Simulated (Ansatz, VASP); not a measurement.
# Zr3GeB (Zr3GeB antiperovskite) in two plane-wave programs

Aim: how closely do two programs agree when they are given the same cell, functional and k mesh? The cell is generated by rule, not measured, and may not be a known phase. The cell is taken from a series of runs on this material, whose earlier steps may have relaxed, scaled, displaced or heated it; both programs get it as it stands.

Method: plane waves, with VASP 6.6.1 beside it; single point at PBEsol, in Ansatz 0.2.0.

The structure was built from a prototype and need not be the compound's stable phase.

## (1) The starting structure

It takes space group Pm-3m (No. 221, cubic). The conventional cell has a = 4.584 Å, b = 4.584 Å, c = 4.584 Å, α = 90.00°, β = 90.00°, γ = 90.00°. Nearest to Ge lie 12 Zr at 3.24 Å. Nearest to Zr lie 2 B at 2.29 Å and 8 Zr at 3.24 Å and 4 Ge at 3.24 Å. B has 6 Zr at 2.29 Å nearest. Farther neighbours are not listed.

## (2) Ansatz: single point, PBEsol

Ansatz runs on its default PAW (the set named soft_2) files.

A single point gives forces, pressure and levels at one fixed geometry, so differences don't come from the geometry; what else differs is listed under the comparison.

input.yaml

```yaml
crystal:
  lattice:
    - [4.58416, 0.0, 0.0]
    - [0.0, 4.58416, 0.0]
    - [0.0, 0.0, 4.58416]
  atoms:
    - { symbol: Ge, position: [0.0, 0.0, 0.0] }
    - { symbol: Zr, position: [0.5, 0.5, 0.0] }
    - { symbol: Zr, position: [0.5, 0.0, 0.5] }
    - { symbol: Zr, position: [0.0, 0.5, 0.5] }
    - { symbol: B, position: [0.5, 0.5, 0.5] }
kpoints:
  mp_grid: { grid: [4, 4, 4] }
hamiltonian:
  xc: pbesol
scf:
  occupations: { method: gaussian, width: 0.1 }
output:
  forces: true
  stress: true
  eigenvalues: true
```

Run with:

```console
ansatz run input.yaml --threads 4 --pin off --max-ram 16384MiB --backend cpu --events-out ev --progress --plain --runs-dir out
```

Numbers of over 12 decimals in the logs are rounded to 6 here.

The program printed:

```text
Engine: ansatz 0.2.0, aarch64-unknown-linux-gnu
Pseudopotentials: kind: paw
Pseudopotential: Ge, paw, valence charge 14, recommended cutoff 420 eV (normal), Ge.paw.azcp
Pseudopotential: Zr, paw, valence charge 12, recommended cutoff 420 eV (normal), Zr.paw.azcp
Pseudopotential: B, paw, valence charge 3, recommended cutoff 420 eV (normal), B.paw.azcp
Functional definition: PBEsol
  exchange = pbesol_x
  correlation = pbesol_c
Crystal: 5 atoms, lattice volume = 96.334 Å³
Basis set: ecut = 420 eV, 1863 PW (Γ), exchange–correlation on 64×64×64 points (8 copies of the dense FFT grid, shifted against one another)
Bands: 32, of which v1, the nominal top of the filled ones, is band 27 counted from 1 (26 counted from 0)
Symmetry: 48 space group operations
Space group: Pm-3m (ITA 221), of the structure as read, at distance tolerance 4.6e-5 Å
k-points: 10 of 64
Non-local potential: Ge, projectors of the file, l = 0: 2, l = 1: 2, l = 2: 3, l = 3: 1
Non-local potential: Zr, projectors of the file, l = 0: 3, l = 1: 2, l = 2: 2, l = 3: 2
Non-local potential: B, projectors of the file, l = 0: 2, l = 1: 2, l = 2: 1
PAW form: soft (Blöchl's): semilocal exchange-correlation on the pseudo side does not see the compensation charge
PAW frozen core: Ge, regenerated for the run's functional, and the local potential with it (the file was generated under x = pbe(κ = 0.804, μ = 0.219515), c = pbe(β = 0.066725))
PAW frozen core: Zr, regenerated for the run's functional, and the local potential with it (the file was generated under x = pbe(κ = 0.804, μ = 0.219515), c = pbe(β = 0.066725))
PAW frozen core: B, regenerated for the run's functional, and the local potential with it (the file was generated under x = pbe(κ = 0.804, μ = 0.219515), c = pbe(β = 0.066725))
PAW one-centre angular grid: Ge, 590 points (default); XC on 64 Gauss nodes
PAW one-centre angular grid: Zr, 590 points (default); XC on 64 Gauss nodes
PAW one-centre angular grid: B, 110 points (default); XC on 64 Gauss nodes
Initial density: superposition of atomic densities (neutral atoms: chi_scale 0, normalization atom), corrected by the library's trained network
Initial wavefunctions: pseudopotential atomic-orbital guess
Functional: x = pbesol(κ = 0.804, μ = 0.123457), c = pbesol(β = 0.046)
SCF iter   1: F=—  HF=-16794.185007 eV  |F-HF|=—  |Δ(HF+E_count)|=         —  Δρ=9.31e-3  dr2=2.45e-1  ethr=1.77e-3  ⟨swp⟩=4.4  Hψ=1238  notcnv=0
preconditioner: auto → Resta (q_TF=auto, 2.470 Å⁻¹)  ε∞=14.0  [insulator: Δε(μ)=0.142 eV  Ē_g=4.568 eV  σ=0.100 eV  W_gap=0.62  n_scr=26 (ndim 8)  ℏωp=16.5 eV  f_vac=0.000  D(μ)=4.23/eV (n_scr^D=32)  ε∞_Penn≈14.0]
SCF iter   2: F=—  HF=-16794.133032 eV  |F-HF|=—  |Δ(HF+E_count)|=   5.20e-2  Δρ=3.93e-3  dr2=4.39e-2  ethr=4.63e-4  ⟨swp⟩=2.0  Hψ=483  notcnv=0
SCF iter   3: F=—  HF=-16794.121557 eV  |F-HF|=—  |Δ(HF+E_count)|=   1.15e-2  Δρ=1.22e-3  dr2=2.12e-3  ethr=8.28e-5  ⟨swp⟩=2.0  Hψ=386  notcnv=0
SCF iter   4: F=—  HF=-16794.121005 eV  |F-HF|=—  |Δ(HF+E_count)|=   5.53e-4  Δρ=4.48e-4  dr2=1.59e-4  ethr=3.99e-6  ⟨swp⟩=2.0  Hψ=457  notcnv=0
SCF iter   5: F=—  HF=-16794.120803 eV  |F-HF|=—  |Δ(HF+E_count)|=   2.01e-4  Δρ=1.43e-4  dr2=1.77e-5  ethr=3.00e-7  ⟨swp⟩=2.0  Hψ=453  notcnv=0
SCF iter   6: F=—  HF=-16794.120819 eV  |F-HF|=—  |Δ(HF+E_count)|=   1.53e-5  Δρ=3.07e-5  dr2=6.89e-7  ethr=3.33e-8  ⟨swp⟩=2.7  Hψ=556  notcnv=0  defer=1
SCF iter   7: F=-16794.120819 eV  HF=-16794.120819 eV  |F-HF|=3.13e-8  |Δ(HF+E_count)|=   2.26e-7  Δρ=5.93e-6  dr2=3.08e-8  ethr=1.89e-10  ⟨swp⟩=7.1  Hψ=1349  notcnv=0
SCF 1 converged in 7 iterations: F = -16794.120819 eV  dr2 = 3.08e-8
  greatest PAW one-centre occupation: 0.998 electrons in one spin orbital (limit 2), on the Ge atom at site 0 (counted from 0), in its partial waves of l = 2
SCF converged after 7 iterations
Free energy (F): -16794.120819 eV
Harris-Foulkes:  -16794.120819 eV  (|F-HF|=3.13e-8)
Internal energy: -16794.096375 eV  (E = F + TS)
E sigma→0 (E₀):  -16794.108597 eV
Entropy (-TS):   -0.024444 eV (-4.889 meV/atom)
Fermi energy:    12.881734 eV
--- Per-component energies (eV) ---
  E_band       = -399.770207
  E_kinetic    = 1158.835248
  E_local      = -4195.284626  (includes V_loc(G=0)·N_el)
  E_nonlocal   = 676.519025
  E_hartree    = 1597.743327
  E_xc         = -588.300935
  E_vxc        = -673.834729  (∫ρ·V_xc dr)
  E_paw        = -10755.386645  (= ΣΔE_a)
  E_vpaw       = -561.487747  (= ΣTr[D̂ρ^β])
  E_aug_tail   = 0.000371  (compensation charges beyond the density's cutoff)
  E_ewald      = -4689.651949
  E_core_change = 1.429808  (= ΣΔE_core)
  E_smearing   = -0.024444  (= −TS)
  E_closure    = 0.000000  (closes the sum)
  Σ components = -16794.120819   (vs F -16794.120819, Δ=0.00e0)
--- Forces (eV/Å), atoms counted from 1 ---
  atom   1  Ge    -0.00000000    -0.00000000     0.00000000
  atom   2  Zr     0.00000000     0.00000000     0.00000000
  atom   3  Zr    -0.00000000    -0.00000000     0.00000000
  atom   4  Zr     0.00000000    -0.00000000    -0.00000000
  atom   5  B      0.00000000    -0.00000000    -0.00000000
  max |Σ_I F_I| component: 2.91e-29 eV/Å
--- Stress (GPa, compression-positive) ---
       -4.263057       0.000000       0.000000
        0.000000      -4.263057       0.000000
        0.000000       0.000000      -4.263057
  P = ⅓ Tr σ = -4.2631 GPa (-42.631 kbar)
--- Band table (eV; the first three rows and the last of 10) ---
  k-point 0: bands = [... 23 lower, 11.1406, 11.8566, 11.8566, 11.8566, 14.0916, 14.4317, 14.4317, 14.4317, ... 1 higher]
  k-point 1: bands = [... 23 lower, 11.5320, 11.6945, 11.6945, 11.7066, 12.5879, 14.3438, 14.4641, 14.4641, ... 1 higher]
  k-point 2: bands = [... 23 lower, 11.5919, 11.6016, 11.6016, 12.4253, 13.5544, 13.8382, 14.3348, 14.5285, ... 1 higher]
  k-point 9: bands = [... 23 lower, 10.8848, 10.8848, 13.2937, 13.2937, 13.2937, 13.4315, 13.4315, 13.4315, ... 1 higher]
```

The column dr2 measures how far the density is from self-consistency, as an energy; F and HF (Harris–Foulkes) agree once it is small.

The run ends at a pressure of -4.26 GPa.

## (3) VASP: single point, PBEsol

The same cell, functional, mesh and smearing now go to VASP, with its own data sets.

Lines of VASP's logs that name or quote its potential files are left out, and so is its time.

INCAR

```
SYSTEM = Zr3GeB
PREC = Accurate
ENCUT = 500
EDIFF = 1E-06
NELM = 120
ISMEAR = 0
SIGMA = 0.1
LREAL = .FALSE.
ALGO = Normal
GGA = PS
NBANDS = 32
LASPH = .TRUE.
LORBIT = 11
LWAVE = .FALSE.
LCHARG = .FALSE.
ISIF = 2
GGA_COMPAT = .FALSE.
KPAR = 2
```

POSCAR

```
Zr3GeB
1.0
    4.5841600000      0.0000000000      0.0000000000
    0.0000000000      4.5841600000      0.0000000000
    0.0000000000      0.0000000000      4.5841600000
Ge Zr B
1 3 1
Direct
    0.0000000000      0.0000000000      0.0000000000
    0.5000000000      0.5000000000      0.0000000000
    0.5000000000      0.0000000000      0.5000000000
    0.0000000000      0.5000000000      0.5000000000
    0.5000000000      0.5000000000      0.5000000000
```

KPOINTS

```
Automatic mesh
0
Gamma
4 4 4
0 0 0
```

The projector-augmented-wave data sets are Ge_d, Zr_sv and B (PBE family, release 64).

Run with:

```console
mpirun -np 2 vasp_std
```

The program printed:

```text
[banner, memory and clock lines left out]
running    2 mpi-ranks, on    1 nodes
 distrk:  each k-point on    1 cores,    2 groups
 distr:  one band on    1 cores,    1 groups

 POSCAR found type information on POSCAR GeZrB
 POSCAR found :  3 types and       5 ions
|                                                                             |
|               ----> ADVICE to this user running VASP <----                  |
|                                                                             |
|     You enforced a specific xc type in the INCAR file but a different       |
|     [... a line on the potential file left out ...]
|     I HOPE YOU KNOW WHAT YOU ARE DOING!                                     |
|                                                                             |

 LDA part: xc-table for (Slater+PW92), standard interpolation
 POSCAR, INCAR and KPOINTS ok, starting setup
 FFT: planning ... GRIDC
 FFT: planning ... GRID_SOFT
 FFT: planning ... GRID
 WAVECAR not read
 entering main loop
       N       E                     dE             d eps       ncg     rms          rms(c)
DAV:   1     0.597449999875E+03    0.59745E+03   -0.25707E+04   768   0.265E+03
DAV:   2     0.341897775491E+02   -0.56326E+03   -0.55076E+03   728   0.796E+02
DAV:   3    -0.411125894105E+02   -0.75302E+02   -0.73860E+02   888   0.176E+02
DAV:   4    -0.477529583420E+02   -0.66404E+01   -0.65940E+01   936   0.486E+01
DAV:   5    -0.480362886739E+02   -0.28333E+00   -0.28326E+00  1024   0.945E+00    0.273E+01
DAV:   6    -0.412578397542E+02    0.67784E+01   -0.32398E+01   688   0.208E+01    0.867E+00
DAV:   7    -0.412841194597E+02   -0.26280E-01   -0.23519E+00   976   0.622E+00    0.362E+00
DAV:   8    -0.412559201857E+02    0.28199E-01   -0.17923E-01   832   0.235E+00    0.129E+00
DAV:   9    -0.412537902542E+02    0.21299E-02   -0.24359E-02   848   0.913E-01    0.291E-01
DAV:  10    -0.412540668543E+02   -0.27660E-03   -0.24370E-03   976   0.410E-01    0.584E-02
DAV:  11    -0.412540831258E+02   -0.16271E-04   -0.15361E-04   976   0.108E-01    0.141E-02
DAV:  12    -0.412540790309E+02    0.40948E-05   -0.10302E-05   792   0.269E-02    0.483E-03
DAV:  13    -0.412540785143E+02    0.51662E-06   -0.26838E-06   608   0.123E-02
   1 F= -.41254079E+02 E0= -.41241883E+02  d E =-.243913E-01
```

Parts of OUTCAR (step 3):

```text
ion  position               nearest neighbor table
   1  0.000  0.000  0.000-   2 3.24   3 3.24   4 3.24   3 3.24   4 3.24   2 3.24   4 3.24   4 3.24
                             2 3.24   3 3.24   3 3.24   2 3.24
   2  0.500  0.500  0.000-   5 2.29   5 2.29   4 3.24   1 3.24   3 3.24   4 3.24   3 3.24   1 3.24
                             3 3.24   3 3.24   1 3.24   4 3.24   4 3.24   1 3.24
   3  0.500  0.000  0.500-   5 2.29   5 2.29   4 3.24   1 3.24   1 3.24   2 3.24   2 3.24   4 3.24
                             2 3.24   2 3.24   1 3.24   4 3.24   1 3.24   4 3.24
   4  0.000  0.500  0.500-   5 2.29   5 2.29   3 3.24   1 3.24   1 3.24   2 3.24   1 3.24   3 3.24
                             1 3.24   2 3.24   3 3.24   2 3.24   2 3.24   3 3.24
   5  0.500  0.500  0.500-   2 2.29   3 2.29   4 2.29   2 2.29   3 2.29   4 2.29

  LATTYP: Found a simple cubic cell.
 ALAT       =     4.5841600000

 Subroutine GETGRP returns: Found 48 space group operations
 (whereof 48 operations were pure point group operations)

The static configuration has the point symmetry O_h .

 Found     10 irreducible k-points:

   k-points           NKPTS =     10   k-points in BZ     NKDIM =     10   number of bands    NBANDS=     32

   dimension x,y,z NGX =    36 NGY =   36 NGZ =   36
   dimension x,y,z NGXF=    72 NGYF=   72 NGZF=   72

   ENCUT  =  500.0 eV  36.75 Ry    6.06 a.u.   8.36  8.36  8.36*2*pi/ulx,y,z

   NELECT =      53.0000    total number of electrons

 k-points in reciprocal lattice and weights: Automatic mesh
   0.00000000  0.00000000  0.00000000       0.016
   0.25000000  0.00000000  0.00000000       0.094
   0.50000000  0.00000000  0.00000000       0.047
   0.25000000  0.25000000  0.00000000       0.188
   0.50000000  0.25000000  0.00000000       0.188
   0.50000000  0.50000000  0.00000000       0.047
   0.25000000  0.25000000  0.25000000       0.125
   0.50000000  0.25000000  0.25000000       0.188
   0.50000000  0.50000000  0.25000000       0.094
   0.50000000  0.50000000  0.50000000       0.016

 average (electrostatic) potential at core
       1 -70.5542       2 -75.2390       3 -75.2390       4 -75.2390       5 -23.2952

 E-fermi :   8.1844

 k-point     1 :       0.0000    0.0000    0.0000
  band No.  band energies     occupation
    ...
     23       6.4438      2.00000
     24       6.4438      2.00000
     25       7.1585      2.00000
     26       7.1585      2.00000
     27       7.1585      2.00000
     28       9.3960      0.00000
     29       9.7366      0.00000
     30       9.7366      0.00000
     31       9.7366      0.00000
     32      10.1240      0.00000

 k-point     2 :       0.2500    0.0000    0.0000
  band No.  band energies     occupation
    ...
     24       6.8333      2.00000
     25       6.9980      2.00000
     26       6.9980      2.00000
     27       7.0108      2.00000
     28       7.8899      1.99997
     29       9.6462      0.00000
     30       9.7687      0.00000
     31       9.7687      0.00000
     32      10.4522      0.00000

 k-point     3 :       0.5000    0.0000    0.0000
  band No.  band energies     occupation
    ...
     23       5.9936      2.00000
     24       6.8956      2.00000
     25       6.9060      2.00000
     26       6.9060      2.00000
     27       7.7265      2.00000
     28       8.8558      0.00000
     29       9.1402      0.00000
     30       9.6396      0.00000
     31       9.8326      0.00000
     32       9.8326      0.00000

  Total       -2.4972823     -2.4972823     -2.4972823     -0.0000000      0.0000000      0.0000000
  in kB      -41.5335372    -41.5335372    -41.5335372     -0.0000000      0.0000000      0.0000000
  external PRESSURE =     -41.5335372 kB  Pullay stress =       0.0000000 kB

  energy-cutoff  :      500.00
  volume of cell :       96.33
      direct lattice vectors                 reciprocal lattice vectors
     4.584160000  0.000000000  0.000000000     0.218142473  0.000000000  0.000000000
     0.000000000  4.584160000  0.000000000     0.000000000  0.218142473  0.000000000
     0.000000000  0.000000000  4.584160000     0.000000000  0.000000000  0.218142473

 POSITION                                       TOTAL-FORCE (eV/Angst)
 -----------------------------------------------------------------------------------
      0.00000      0.00000      0.00000         0.000000      0.000000      0.000000
      2.29208      2.29208      0.00000         0.000000      0.000000      0.000000
      2.29208      0.00000      2.29208         0.000000      0.000000      0.000000
      0.00000      2.29208      2.29208         0.000000      0.000000      0.000000
      2.29208      2.29208      2.29208         0.000000      0.000000      0.000000
 -----------------------------------------------------------------------------------
    total drift:                                0.000000      0.000000      0.000000

  FREE ENERGIE OF THE ION-ELECTRON SYSTEM (eV)
  ---------------------------------------------------
  free  energy   TOTEN  =       -41.2540785143 eV

  energy  without entropy=      -41.2296872515  energy(sigma->0) =      -41.24188288

 total charge
# of ion       s       p       d       tot
------------------------------------------
    1        1.098   1.109   9.991  12.198
    2        2.182   5.987   1.668   9.837
    3        2.182   5.987   1.668   9.837
    4        2.182   5.987   1.668   9.837
    5        0.787   1.191   0.000   1.978
--------------------------------------------------
tot          8.431  20.260  14.996  43.688

[... 3 further parts left out ...]
```

The run ends at a pressure of -4.15 GPa.

## (4) Side by side

Known differences besides the potentials themselves: the cutoff is 420 eV in Ansatz and 500 eV in VASP; Ansatz makes its cores anew for this functional, VASP keeps those of its PBE data sets. Total energies have different zeros and are not compared.

The two programs side by side:

| quantity | Ansatz | VASP | difference |
| --- | --- | --- | --- |
| pressure (GPa) | -4.26 | -4.15 | -0.11 |

## (5) Results

| Item | Value |
| --- | --- |
| difference in pressure (single point, PBEsol) | -0.11 GPa |

The difference in pressure is -0.11 GPa (single point, PBEsol), within the 1 GPa picked in this series as the mark of a large difference. How closely two codes agree says nothing of how well the functional describes the real material.

[Lines on the potential files, build, host, timing and source positions are cut from VASP's logs without a mark.]

[Logs are printed without paths, hosts, clocks, repeated set-up lines and the standing remarks that a program may print on its own settings, such as how far it seeks lower states.]

[Hosts, paths, dates, database ids (printed as entryN), source tags and the programs' standing remarks are cut or masked in the printed files.]
